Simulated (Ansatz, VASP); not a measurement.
# BaTiO3 in two plane-wave programs, part 2 of 3

Aim: how closely do two programs agree when they are given the same cell, functional and k mesh? The cell is taken from a series of runs on this material, whose earlier steps may have relaxed, scaled, displaced or heated it; both programs get it as it stands.

VASP 6.6.1 and Ansatz 0.2.0.

So far: Starting point; VASP: zone-centre phonons, LDA.

## 2. VASP: zone-centre phonons, LDA (continued)

Level of this step: LDA, no spin polarisation; plane waves and PAW (O, Ti_sv, Ba_sv) (VASP).

Parts of OUTCAR (step 2):

```text
ion  position               nearest neighbor table
   1  0.500  0.500  0.009-   4 1.94   4 1.94   5 2.75   5 2.75   5 2.75   5 2.75
   2  0.500  0.000  0.509-   4 1.94   4 1.94   5 2.75   5 2.75   5 2.75   5 2.75
   3  0.000  0.500  0.509-   4 1.94   4 1.94   5 2.75   5 2.75   5 2.75   5 2.75
   4  0.500  0.500  0.509-   1 1.94   1 1.94   3 1.94   2 1.94   2 1.94   3 1.94   5 3.37   5 3.37
                             5 3.37   5 3.37   5 3.37   5 3.37   5 3.37   5 3.37
   5  0.000  0.000  0.009-   2 2.75   3 2.75   2 2.75   3 2.75   3 2.75   3 2.75   2 2.75   2 2.75
                             1 2.75   1 2.75   1 2.75   1 2.75   4 3.37   4 3.37   4 3.37   4 3.37

  LATTYP: Found a simple cubic cell.
 ALAT       =     3.8894843297

 Subroutine GETGRP returns: Found 48 space group operations
 (whereof  8 operations were pure point group operations)

The static configuration has the point symmetry C_4v.
 The point group associated with its full space group is O_h .

 Found     35 irreducible k-points:

   k-points           NKPTS =     35   k-points in BZ     NKDIM =     35   number of bands    NBANDS=     26

   dimension x,y,z NGX =    32 NGY =   32 NGZ =   32
   dimension x,y,z NGXF=    64 NGYF=   64 NGZF=   64

   ENCUT  =  600.0 eV  44.10 Ry    6.64 a.u.   7.77  7.77  7.77*2*pi/ulx,y,z

   NELECT =      40.0000    total number of electrons

 k-points in reciprocal lattice and weights: Automatic mesh
   0.00000000  0.00000000  0.00000000       0.002
   0.12500000  0.00000000  0.00000000       0.012
   0.25000000  0.00000000  0.00000000       0.012
   0.37500000  0.00000000  0.00000000       0.012
   0.50000000  0.00000000  0.00000000       0.006
   0.12500000  0.12500000  0.00000000       0.023
   0.25000000  0.12500000  0.00000000       0.047
   0.37500000  0.12500000  0.00000000       0.047
   0.50000000  0.12500000  0.00000000       0.023
[...]
0.50000000  0.50000000  0.37500000       0.012
   0.50000000  0.50000000  0.50000000       0.002

 average (electrostatic) potential at core
       1 -70.1615       2 -70.1615       3 -70.1615       4 -76.0197       5 -31.1372

[...]
2     0.00000     7.37970    -0.00000
    3    -0.00000    -0.00000     7.37969
 ion    5
    1     2.79168    -0.00000    -0.00000
    2    -0.00000     2.79168     0.00000
    3     0.00000     0.00000     2.79168

 Eigenvectors and eigenvalues of the dynamical matrix
 ----------------------------------------------------

   1 f  =   15.475926 THz    97.238113 2PiTHz  516.221335 cm-1    64.003260 meV
             X         Y         Z           dx          dy          dz
      1.944742  1.944742  0.033565     0.430463    0.051518   -0.000000
      1.944742  0.000000  1.978306     0.430463   -0.093790    0.000000
      0.000000  1.944742  1.978306    -0.783670    0.051518    0.000000
      1.944742  1.944742  1.978306    -0.033008   -0.003950   -0.000000
      0.000000  0.000000  0.033565    -0.007357   -0.000880   -0.000000

   2 f  =   15.475926 THz    97.238113 2PiTHz  516.221335 cm-1    64.003260 meV
             X         Y         Z           dx          dy          dz
      1.944742  1.944742  0.033565    -0.051518    0.430463   -0.000000
      1.944742  0.000000  1.978306    -0.051518   -0.783670    0.000000
      0.000000  1.944742  1.978306     0.093790    0.430463    0.000000
      1.944742  1.944742  1.978306     0.003950   -0.033008   -0.000000
      0.000000  0.000000  0.033565     0.000880   -0.007357   -0.000000

   3 f  =   15.475917 THz    97.238054 2PiTHz  516.221024 cm-1    64.003221 meV
             X         Y         Z           dx          dy          dz
      1.944742  1.944742  0.033565     0.000000    0.000000    0.789262
      1.944742  0.000000  1.978306     0.000000   -0.000000   -0.433535
      0.000000  1.944742  1.978306    -0.000000    0.000000   -0.433535
      1.944742  1.944742  1.978306    -0.000000   -0.000000    0.033244
      0.000000  0.000000  0.033565    -0.000000   -0.000000    0.007409

   4 f  =    8.939619 THz    56.169280 2PiTHz  298.193578 cm-1    36.971275 meV
             X         Y         Z           dx          dy          dz
      1.944742  1.944742  0.033565    -0.542776   -0.453205    0.000000
      1.944742  0.000000  1.978306     0.542776   -0.000000    0.000000
      0.000000  1.944742  1.978306    -0.000000    0.453205   -0.000000
      1.944742  1.944742  1.978306     0.000000    0.000000   -0.000000
      0.000000  0.000000  0.033565     0.000000   -0.000000   -0.000000

   5 f  =    8.939619 THz    56.169280 2PiTHz  298.193578 cm-1    36.971275 meV
             X         Y         Z           dx          dy          dz
      1.944742  1.944742  0.033565    -0.453205    0.542776   -0.000000
      1.944742  0.000000  1.978306     0.453205   -0.000000   -0.000000
      0.000000  1.944742  1.978306    -0.000000   -0.542776    0.000000
      1.944742  1.944742  1.978306     0.000000   -0.000000    0.000000
      0.000000  0.000000  0.033565     0.000000    0.000000    0.000000

   6 f  =    8.939613 THz    56.169246 2PiTHz  298.193398 cm-1    36.971253 meV
             X         Y         Z           dx          dy          dz
      1.944742  1.944742  0.033565     0.000000   -0.000000   -0.000000
      1.944742  0.000000  1.978306    -0.000000   -0.000000   -0.707107
      0.000000  1.944742  1.978306    -0.000000    0.000000    0.707107
      1.944742  1.944742  1.978306    -0.000000    0.000000    0.000000
      0.000000  0.000000  0.033565     0.000000   -0.000000    0.000000

   7 f  =    6.165197 THz    38.737073 2PiTHz  205.648822 cm-1    25.497193 meV
             X         Y         Z           dx          dy          dz
      1.944742  1.944742  0.033565    -0.239002    0.207234    0.000000
      1.944742  0.000000  1.978306    -0.239002    0.217040    0.000000
      0.000000  1.944742  1.978306    -0.250312    0.207234    0.000000
      1.944742  1.944742  1.978306    -0.398882    0.345863    0.000000
      0.000000  0.000000  0.033565     0.484588   -0.420176   -0.000000

   8 f  =    6.165197 THz    38.737073 2PiTHz  205.648822 cm-1    25.497193 meV
             X         Y         Z           dx          dy          dz
      1.944742  1.944742  0.033565     0.207234    0.239002    0.000000
      1.944742  0.000000  1.978306     0.207234    0.250312    0.000000
      0.000000  1.944742  1.978306     0.217040    0.239002    0.000000
      1.944742  1.944742  1.978306     0.345863    0.398882    0.000000
      0.000000  0.000000  0.033565    -0.420176   -0.484588   -0.000000

   9 f  =    6.165193 THz    38.737049 2PiTHz  205.648698 cm-1    25.497177 meV
             X         Y         Z           dx          dy          dz
      1.944742  1.944742  0.033565    -0.000000    0.000000   -0.331304
      1.944742  0.000000  1.978306    -0.000000    0.000000   -0.316335
      0.000000  1.944742  1.978306    -0.000000    0.000000   -0.316335
      1.944742  1.944742  1.978306    -0.000000    0.000000   -0.527947
      0.000000  0.000000  0.033565     0.000000   -0.000000    0.641384

  10 f  =    2.943629 THz    18.495364 2PiTHz   98.188883 cm-1    12.173864 meV
             X         Y         Z           dx          dy          dz
      1.944742  1.944742  0.033565     0.275005   -0.255025    0.000000
      1.944742  0.000000  1.978306     0.275005   -0.300855    0.000000
      0.000000  1.944742  1.978306     0.324426   -0.255025    0.000000
      1.944742  1.944742  1.978306    -0.530217    0.491694   -0.000000
      0.000000  0.000000  0.033565     0.002408   -0.002233    0.000000

  11 f  =    2.943629 THz    18.495364 2PiTHz   98.188883 cm-1    12.173864 meV
             X         Y         Z           dx          dy          dz
      1.944742  1.944742  0.033565     0.255025    0.275005   -0.000000
      1.944742  0.000000  1.978306     0.255025    0.324426   -0.000000
      0.000000  1.944742  1.978306     0.300855    0.275005   -0.000000
      1.944742  1.944742  1.978306    -0.491694   -0.530217    0.000000
      0.000000  0.000000  0.033565     0.002233    0.002408   -0.000000

  12 f  =    2.943627 THz    18.495353 2PiTHz   98.188824 cm-1    12.173857 meV
             X         Y         Z           dx          dy          dz
      1.944742  1.944742  0.033565     0.000000    0.000000    0.442454
      1.944742  0.000000  1.978306     0.000000    0.000000    0.375054
      0.000000  1.944742  1.978306     0.000000    0.000000    0.375054
      1.944742  1.944742  1.978306    -0.000000   -0.000000   -0.723113
      0.000000  0.000000  0.033565     0.000000    0.000000    0.003284

  13 f/i=    0.038108 THz     0.239437 2PiTHz    1.271132 cm-1     0.157600 meV
             X         Y         Z           dx          dy          dz
      1.944742  1.944742  0.033565     0.000000   -0.000000    0.267464
      1.944742  0.000000  1.978306     0.000000   -0.000000    0.267048
      0.000000  1.944742  1.978306     0.000000   -0.000000    0.267048
      1.944742  1.944742  1.978306     0.000000   -0.000000    0.444155
      0.000000  0.000000  0.033565     0.000000   -0.000000    0.767177

  14 f/i=    0.038108 THz     0.239437 2PiTHz    1.271133 cm-1     0.157600 meV
             X         Y         Z           dx          dy          dz
      1.944742  1.944742  0.033565    -0.107963    0.244251    0.000000
      1.944742  0.000000  1.978306    -0.107963    0.244632    0.000000
      0.000000  1.944742  1.978306    -0.108131    0.244251    0.000000
      1.944742  1.944742  1.978306    -0.179564    0.406239    0.000000
      0.000000  0.000000  0.033565    -0.310157    0.701686    0.000000

  15 f/i=    0.038108 THz     0.239437 2PiTHz    1.271133 cm-1     0.157600 meV
             X         Y         Z           dx          dy          dz
      1.944742  1.944742  0.033565    -0.244251   -0.107963   -0.000000
      1.944742  0.000000  1.978306    -0.244251   -0.108131   -0.000000
      0.000000  1.944742  1.978306    -0.244632   -0.107963   -0.000000
      1.944742  1.944742  1.978306    -0.406239   -0.179564   -0.000000
      0.000000  0.000000  0.033565    -0.701686   -0.310157   -0.000000

 MACROSCOPIC STATIC DIELECTRIC TENSOR IONIC CONTRIBUTION
 ------------------------------------------------------
         287.801065     0.000000    -0.000000
           0.000000   287.801065     0.000000
          -0.000000     0.000000   287.800718
 ------------------------------------------------------

 ELASTIC MODULI CONTR FROM IONIC RELAXATION (kBar)
 Direction    XX          YY          ZZ          XY          YZ          ZX
 --------------------------------------------------------------------------------
 XX          -0.0000     -0.0000     -0.0000      0.0000     -0.0000      0.0000
 YY          -0.0000     -0.0000     -0.0000      0.0000      0.0000      0.0000
 ZZ          -0.0000     -0.0000     -0.0000      0.0000      0.0000      0.0000
 XY           0.0000      0.0000      0.0000      0.0000      0.0000      0.0000
 YZ          -0.0000      0.0000      0.0000      0.0000     -0.0000      0.0000
 ZX           0.0000      0.0000      0.0000      0.0000      0.0000      0.0000
 --------------------------------------------------------------------------------

 PIEZOELECTRIC TENSOR IONIC CONTR  for field in x, y, z        (C/m^2)
          XX          YY          ZZ          XY          YZ          ZX
  --------------------------------------------------------------------------------
  x    -0.00000    -0.00000    -0.00000     0.00000     0.00000     0.00000
  y     0.00000    -0.00000    -0.00000     0.00000     0.00000     0.00000
  z    -0.00000    -0.00000    -0.00000     0.00000     0.00000     0.00000
```

This run has no spin polarisation, so a moment on Ti, if there is one, isn't seen. The dielectric response converges more slowly with the mesh than energies do, so tensor and charges may still move on a finer one. Harder data sets than Ba_sv exist (the GW ones), and pressures, volumes and forces can shift noticeably with them.

(Continued in part 3 of 3.)

[Lines on the potential files, build, host, timing and source positions are cut from VASP's logs without a mark.]

[Logs are printed without paths, hosts, clocks, repeated set-up lines and the standing remarks that a program may print on its own settings, such as how far it seeks lower states.]

[Hosts, paths, dates, database ids (printed as entryN), source tags and the programs' standing remarks are cut or masked in the printed files.]
